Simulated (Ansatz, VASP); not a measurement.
# NiS in two plane-wave programs

One calculation is typed for both programs; each brings its own data sets and cutoff. How far apart do they land?

Calculated with Ansatz 0.2.0; plane waves, with VASP 6.6.1 beside it; single point at r2SCAN, DFT+U.

The database entry behind the starting cell differs from later determinations by our own check (about 0.4 % short), so it need not match the best structure at ambient conditions.

In doubt: warnings of the run leave room for a lower electronic state, so energies may not be the lowest and differences between runs may mislead.

### Step 1. The structure

The structure is hexagonal, space group P6_3/mmc (No. 194). Conventional cell: a = 3.425 Å, b = 3.425 Å, c = 5.340 Å, α = 90.00°, β = 90.00°, γ = 120.00°. Ni has 6 S at 2.39 Å and 2 Ni at 2.67 Å nearest. Nearest to S lie 6 Ni at 2.39 Å. Farther neighbours and most contacts between anions are not listed.

### Step 2. VASP: single point, r2SCAN, DFT+U

A single point gives forces, pressure and levels at one fixed geometry, so differences don't come from the geometry; what else differs is listed under the comparison.

Lines of VASP's logs that name or quote its potential files are left out, and so is its time.

Input file INCAR:

```
SYSTEM = NiS
PREC = Accurate
ENCUT = 350
EDIFF = 1E-06
NELM = 150
ISMEAR = 0
SIGMA = 0.05
LREAL = .FALSE.
ALGO = Normal
METAGGA = R2SCAN
LASPH = .TRUE.
NBANDS = 46
ISPIN = 2
MAGMOM = 1 -1 1 -1 0 0 0 0
LDAU = .TRUE.
LDAUTYPE = 2
LDAUL = 2 -1
LDAUU = 4 0
LDAUJ = 0 0
LDAUPRINT = 1
LMAXMIX = 4
LORBIT = 11
LWAVE = .FALSE.
LCHARG = .FALSE.
KPAR = 2
AMIX = 0.2
BMIX = 1E-04
AMIX_MAG = 0.8
BMIX_MAG = 1E-04
```

Input file POSCAR:

```
NiS
1.0
    6.8500000000      0.0000000000      0.0000000000
   -1.7125000000      2.9661370080      0.0000000000
    0.0000000000      0.0000000000      5.3400000000
Ni S
4 4
Direct
    0.0000000000      0.0000000000      0.5000000000
    0.5000000000      0.0000000000      0.5000000000
    0.0000000000      0.0000000000      0.0000000000
    0.5000000000      0.0000000000      0.0000000000
    0.3333333334      0.3333333333      0.7500000000
    0.8333333334      0.3333333333      0.7500000000
    0.1666666667      0.6666666667      0.2500000000
    0.6666666667      0.6666666667      0.2500000000
```

Input file KPOINTS:

```
Automatic mesh
0
Gamma
6 6 3
0 0 0
```

Potentials, in the order of the species: Ni and S (PBE family, release 64).

Launch:

```sh
mpirun -np 2 vasp_std
```

Numbers of over 12 decimals in the logs are rounded to 6 here.

Output:

```text
[banner, memory and clock lines left out]
running    2 mpi-ranks, on    1 nodes
 distrk:  each k-point on    1 cores,    2 groups
 distr:  one band on    1 cores,    1 groups

 POSCAR found type information on POSCAR NiS
 POSCAR found :  2 types and       8 ions
|                                                                             |
|               ----> ADVICE to this user running VASP <----                  |
|                                                                             |
|     You enforced a specific xc type in the INCAR file but a different       |
|     [... a line on the potential file left out ...]
|     I HOPE YOU KNOW WHAT YOU ARE DOING!                                     |
|                                                                             |

 LDA part: xc-table for (None), standard interpolation
 POSCAR, INCAR and KPOINTS ok, starting setup
 FFT: planning ... GRIDC
 FFT: planning ... GRID_SOFT
 FFT: planning ... GRID
 WAVECAR not read
 entering main loop
       N       E                     dE             d eps       ncg     rms          rms(c)
DAV:   1     0.414137910017E+03    0.41414E+03   -0.21940E+04  5888   0.124E+03
DAV:   2    -0.299387607212E+02   -0.44408E+03   -0.41751E+03  5974   0.321E+02
DAV:   3    -0.828069749727E+02   -0.52868E+02   -0.50144E+02  6528   0.126E+02
DAV:   4    -0.849904992027E+02   -0.21835E+01   -0.21578E+01  7096   0.253E+01
DAV:   5    -0.850577817140E+02   -0.67283E-01   -0.67225E-01  7678   0.451E+00    0.275E+01
DAV:   6    -0.736005374380E+02    0.11457E+02   -0.20688E+01  6968   0.631E+01    0.230E+01
DAV:   7    -0.742708595254E+02   -0.67032E+00   -0.25269E+00  7292   0.195E+01    0.184E+01
DAV:   8    -0.767779048370E+02   -0.25070E+01   -0.76629E-01 10308   0.295E+01    0.136E+01
DAV:   9    -0.764549728150E+02    0.32293E+00   -0.23625E+00  8270   0.349E+01    0.872E+00
DAV:  10    -0.771284141338E+02   -0.67344E+00   -0.19397E+00  8630   0.146E+01    0.349E+00
DAV:  11    -0.771870464623E+02   -0.58632E-01   -0.20762E-01  6962   0.313E+00    0.186E+00
DAV:  12    -0.771764438957E+02    0.10603E-01   -0.32429E-02  8318   0.272E+00    0.110E+00
DAV:  13    -0.771769686432E+02   -0.52475E-03   -0.28159E-02  9284   0.173E+00    0.553E-01
DAV:  14    -0.771766393557E+02    0.32929E-03   -0.80922E-03  7698   0.820E-01    0.403E-01
DAV:  15    -0.771789357934E+02   -0.22964E-02   -0.15435E-03  8224   0.564E-01    0.260E-01
DAV:  16    -0.771814638637E+02   -0.25281E-02   -0.16508E-03  9630   0.872E-01    0.672E-02
DAV:  17    -0.771816782327E+02   -0.21437E-03   -0.13052E-03  6852   0.229E-01    0.519E-02
DAV:  18    -0.771817013029E+02   -0.23070E-04   -0.54161E-05  8300   0.171E-01    0.320E-02
DAV:  19    -0.771816950638E+02    0.62391E-05   -0.33911E-05  7128   0.624E-02    0.135E-02
DAV:  20    -0.771816960442E+02   -0.98037E-06   -0.15305E-05  7960   0.529E-02    0.164E-02
DAV:  21    -0.771816951301E+02    0.91404E-06   -0.31826E-06  5788   0.281E-02
   1 F= -.77181695E+02 E0= -.77181695E+02  d E =-.861855E-16  mag=     0.0000
```

Parts of OUTCAR (step 2):

```text
ion  position               nearest neighbor table
   1  0.000  0.000  0.500-   6 2.39   8 2.39   7 2.39   7 2.39   6 2.39   5 2.39   3 2.67   3 2.67

  LATTYP: Found a simple orthorhombic cell.
 ALAT       =     3.4250000000
 B/A-ratio  =     1.5591240876
 C/A-ratio  =     1.7320508076

 Subroutine GETGRP returns: Found  8 space group operations
 (whereof  4 operations were pure point group operations)

The static configuration has the point symmetry C_2h.
 The point group associated with its full space group is D_2h.

 Found     32 irreducible k-points:

   k-points           NKPTS =     32   k-points in BZ     NKDIM =     32   number of bands    NBANDS=     46

   dimension x,y,z NGX =    42 NGY =   24 NGZ =   36
   dimension x,y,z NGXF=    84 NGYF=   48 NGZF=   72

   ENCUT  =  350.0 eV  25.72 Ry    5.07 a.u.  10.45  5.22  8.15*2*pi/ulx,y,z

   NELECT =      64.0000    total number of electrons

 k-points in reciprocal lattice and weights: Automatic mesh
   0.00000000  0.00000000  0.00000000       0.009
   0.16666667  0.00000000  0.00000000       0.019
   0.33333333  0.00000000  0.00000000       0.019
   0.50000000  0.00000000  0.00000000       0.009
   0.00000000  0.16666667  0.00000000       0.037
   0.16666667  0.16666667  0.00000000       0.037
   0.33333333  0.16666667  0.00000000       0.019
  -0.16666667  0.16666667  0.00000000       0.019
   0.00000000  0.33333333  0.00000000       0.037
[...]
0.33333333  0.50000000  0.33333333       0.037
   0.50000000  0.50000000  0.33333333       0.019

atom =   1  type =  1  l = 2

 onsite density matrix

spin component  1

  0.9758 -0.0007  0.0001  0.0199 -0.0011
 -0.0007  0.9928  0.0004  0.0008  0.0207
  0.0001  0.0004  0.9658  0.0007  0.0000
  0.0199  0.0008  0.0007  0.9937 -0.0007
 -0.0011  0.0207  0.0000 -0.0007  0.9770

spin component  2

  0.7038 -0.0050  0.0131 -0.3419 -0.0169
 -0.0050  0.4793  0.0093  0.0168 -0.3361
  0.0131  0.0093  0.9601  0.0162  0.0076
 -0.3419  0.0168  0.0162  0.4987 -0.0050
 -0.0169 -0.3361  0.0076 -0.0050  0.7233

 occupancies and eigenvectors

  o =  0.2430  v =  0.0000  0.0000  0.0000  0.0000  0.0000  0.2811 -0.7162 -0.0000  0.4135 -0.4869      0.0000  0.0000  0.0000  0.0000  0.0000  0.0000  0.0000  0.0000  0.0000  0.0000
  o =  0.2433  v =  0.0000  0.0000  0.0000  0.0000  0.0000 -0.5265 -0.3966  0.0335 -0.6870 -0.3040      0.0000  0.0000  0.0000  0.0000  0.0000  0.0000  0.0000  0.0000  0.0000  0.0000
  o =  0.9581  v =  0.0000  0.0000  0.0000  0.0000  0.0000  0.6667 -0.2996 -0.2198 -0.5190  0.3849      0.0000  0.0000  0.0000  0.0000  0.0000  0.0000  0.0000  0.0000  0.0000  0.0000
  o =  0.9596  v =  0.0000  0.0000  0.0000  0.0000  0.0000 -0.4135 -0.4869 -0.0000  0.2811  0.7162      0.0000  0.0000  0.0000  0.0000  0.0000  0.0000  0.0000  0.0000  0.0000  0.0000
  o =  0.9611  v =  0.0000  0.0000  0.0000  0.0000  0.0000  0.1684 -0.0539  0.9750 -0.0934  0.0972      0.0000  0.0000  0.0000  0.0000  0.0000  0.0000  0.0000  0.0000  0.0000  0.0000
  o =  0.9626  v = -0.4076 -0.5015 -0.0000  0.2895  0.7060  0.0000  0.0000  0.0000  0.0000  0.0000      0.0000  0.0000  0.0000  0.0000  0.0000  0.0000  0.0000  0.0000  0.0000  0.0000
  o =  0.9629  v = -0.7285  0.2642 -0.1150  0.4576 -0.4206  0.0000  0.0000  0.0000  0.0000  0.0000      0.0000  0.0000  0.0000  0.0000  0.0000  0.0000  0.0000  0.0000  0.0000  0.0000
  o =  0.9659  v =  0.0923 -0.0232 -0.9932 -0.0402  0.0533  0.0000  0.0000  0.0000  0.0000  0.0000      0.0000  0.0000  0.0000  0.0000  0.0000  0.0000  0.0000  0.0000  0.0000  0.0000
  o =  1.0064  v = -0.4591 -0.4239 -0.0173 -0.7341 -0.2651  0.0000  0.0000  0.0000  0.0000  0.0000      0.0000  0.0000  0.0000  0.0000  0.0000  0.0000  0.0000  0.0000  0.0000  0.0000
  o =  1.0074  v =  0.2895 -0.7060 -0.0000  0.4076 -0.5015  0.0000  0.0000  0.0000  0.0000  0.0000      0.0000  0.0000  0.0000  0.0000  0.0000  0.0000  0.0000  0.0000  0.0000  0.0000

atom =   2  type =  1  l = 2

 onsite density matrix

[...]
o =  0.9596  v =  0.4135 -0.4869  0.0000  0.2811 -0.7162  0.0000  0.0000  0.0000  0.0000  0.0000      0.0000  0.0000  0.0000  0.0000  0.0000  0.0000  0.0000  0.0000  0.0000  0.0000
  o =  0.9611  v =  0.1684  0.0539  0.9750  0.0934  0.0972  0.0000  0.0000  0.0000  0.0000  0.0000      0.0000  0.0000  0.0000  0.0000  0.0000  0.0000  0.0000  0.0000  0.0000  0.0000
  o =  0.9626  v =  0.0000  0.0000  0.0000  0.0000  0.0000 -0.4076  0.5015 -0.0000 -0.2895  0.7060      0.0000  0.0000  0.0000  0.0000  0.0000  0.0000  0.0000  0.0000  0.0000  0.0000
  o =  0.9629  v =  0.0000  0.0000  0.0000  0.0000  0.0000 -0.7285 -0.2642 -0.1150 -0.4576 -0.4206      0.0000  0.0000  0.0000  0.0000  0.0000  0.0000  0.0000  0.0000  0.0000  0.0000
  o =  0.9659  v =  0.0000  0.0000  0.0000  0.0000  0.0000  0.0923  0.0232 -0.9932  0.0402  0.0533      0.0000  0.0000  0.0000  0.0000  0.0000  0.0000  0.0000  0.0000  0.0000  0.0000
  o =  1.0064  v =  0.0000  0.0000  0.0000  0.0000  0.0000 -0.4591  0.4239 -0.0173  0.7341 -0.2651      0.0000  0.0000  0.0000  0.0000  0.0000  0.0000  0.0000  0.0000  0.0000  0.0000
  o =  1.0074  v =  0.0000  0.0000  0.0000  0.0000  0.0000  0.2895  0.7060 -0.0000 -0.4076 -0.5015      0.0000  0.0000  0.0000  0.0000  0.0000  0.0000  0.0000  0.0000  0.0000  0.0000

 average (electrostatic) potential at core
       1 -89.2825       2 -89.2825       3 -89.2825       4 -89.2825       5 -85.9658
       6 -85.9658       7 -85.9658       8 -85.9658

 E-fermi :   8.7164

 spin component 1
 k-point     1 :       0.0000    0.0000    0.0000
  band No.  band energies     occupation
    ...
     28       6.8246      1.00000
     29       7.2017      1.00000
     30       7.2057      1.00000
     31       7.8698      1.00000
     32       8.4379      1.00000
     33       9.0080      0.00000
     34       9.6597      0.00000
     35      11.0324      0.00000
     36      11.6650      0.00000
     37      12.7628      0.00000
    ...

 k-point     2 :       0.1667    0.0000    0.0000
  band No.  band energies     occupation
    ...
     28       6.5263      1.00000
     29       6.8723      1.00000
     30       7.0704      1.00000
     31       7.8697      1.00000
     32       8.4364      1.00000
     33       9.0034      0.00000
     34       9.8803      0.00000
     35      10.7799      0.00000
     36      11.6559      0.00000
     37      13.0679      0.00000
    ...

 k-point     3 :       0.3333    0.0000    0.0000
  band No.  band energies     occupation
    ...
     28       6.3575      1.00000
     29       6.4045      1.00000
     30       6.7133      1.00000
     31       7.9325      1.00000
     32       8.4358      1.00000
     33       8.9945      0.00000
     34      10.3134      0.00000
     35      10.4866      0.00000
     36      11.6434      0.00000
     37      13.2777      0.00000
    ...

 k-point     4 :       0.5000    0.0000    0.0000
  band No.  band energies     occupation
    ...
     28       6.1539      1.00000
     29       6.3365      1.00000
     30       6.3777      1.00000
     31       7.9907      1.00000
     32       8.4366      1.00000
     33       8.9901      0.00000
     34      10.3842      0.00000
     35      10.5258      0.00000
     36      11.6393      0.00000
     37      13.6078      0.00000
    ...

 k-point     5 :       0.0000    0.1667    0.0000
  band No.  band energies     occupation
    ...
     28       6.1586      1.00000
     29       6.5133      1.00000
     30       6.8790      1.00000
     31       7.4184      1.00000
     32       7.5438      1.00000
     33       9.5799      0.00000
     34       9.8368      0.00000
     35      10.5903      0.00000
     36      11.1578      0.00000
     37      12.2884      0.00000
    ...

 k-point     6 :       0.1667    0.1667    0.0000
  band No.  band energies     occupation
    ...
     28       6.1032      1.00000
     29       6.3544      1.00000
     30       7.0464      1.00000
     31       7.3180      1.00000
     32       7.4521      1.00000
     33       9.6261      0.00000
     34      10.2195      0.00000
     35      10.5877      0.00000
     36      11.0329      0.00000
     37      12.8579      0.00000
    ...

  Total        7.3710308      7.2298186      9.5132502      0.1222933      0.0000000      0.0000000
  in kB      108.8468263    106.7615689    140.4806360      1.8058859      0.0000000      0.0000000
  external PRESSURE =     118.6963438 kB  Pullay stress =       0.0000000 kB

  energy-cutoff  :      350.00
  volume of cell :      108.50
      direct lattice vectors                 reciprocal lattice vectors
     6.850000000  0.000000000  0.000000000     0.145985401  0.084284711  0.000000000
    -1.712500000  2.966137008  0.000000000     0.000000000  0.337138843  0.000000000
     0.000000000  0.000000000  5.340000000     0.000000000  0.000000000  0.187265918

 POSITION                                       TOTAL-FORCE (eV/Angst)
 -----------------------------------------------------------------------------------
      0.00000      0.00000      2.67000        -0.000000      0.000000      0.000000
      3.42500      0.00000      2.67000        -0.000000      0.000000      0.000000
      0.00000      0.00000      0.00000        -0.000000      0.000000      0.000000
      3.42500      0.00000      0.00000        -0.000000      0.000000      0.000000
      1.71250      0.98871      4.00500        -0.088225     -0.050937      0.000000
      5.13750      0.98871      4.00500        -0.088225     -0.050937     -0.000000
      0.00000      1.97742      1.33500         0.088225      0.050937     -0.000000
      3.42500      1.97742      1.33500         0.088225      0.050937      0.000000
 -----------------------------------------------------------------------------------
    total drift:                               -0.000001     -0.000000     -0.000000

  FREE ENERGIE OF THE ION-ELECTRON SYSTEM (eV)
  ---------------------------------------------------
  free  energy   TOTEN  =       -77.1816951301 eV

  energy  without entropy=      -77.1816951301  energy(sigma->0) =      -77.18169513

 total charge
# of ion       s       p       d       tot
------------------------------------------
    1        0.390   0.483   8.245   9.118
    2        0.390   0.483   8.245   9.118
    3        0.390   0.483   8.245   9.118
    4        0.390   0.483   8.245   9.118
    5        1.318   2.501   0.000   3.819
    6        1.318   2.501   0.000   3.819
    7        1.318   2.501   0.000   3.819
    8        1.318   2.501   0.000   3.819
--------------------------------------------------
tot          6.830  11.935  32.980  51.746

 magnetization (x)
# of ion       s       p       d       tot
------------------------------------------
    1        0.003   0.002   1.540   1.544
    2       -0.003  -0.002  -1.540  -1.544
    3        0.003   0.002   1.540   1.544
    4       -0.003  -0.002  -1.540  -1.544
    5       -0.009  -0.056   0.000  -0.065
    6        0.009   0.056   0.000   0.065
    7        0.009   0.056   0.000   0.065
    8       -0.009  -0.056   0.000  -0.065
--------------------------------------------------
tot          0.000   0.000  -0.000  -0.000

[... 1 further part left out ...]
```

The run ends at a pressure of 11.87 GPa, with forces up to 0.10 eV/Å.

(Part 1 of 2 ends here.)

[Lines on the potential files, build, host, timing and source positions are cut from VASP's logs without a mark.]

[Logs are printed without paths, hosts, clocks, repeated set-up lines and the standing remarks that a program may print on its own settings, such as how far it seeks lower states.]

[Hosts, paths, dates, database ids (printed as entryN), source tags and the programs' standing remarks are cut or masked in the printed files.]
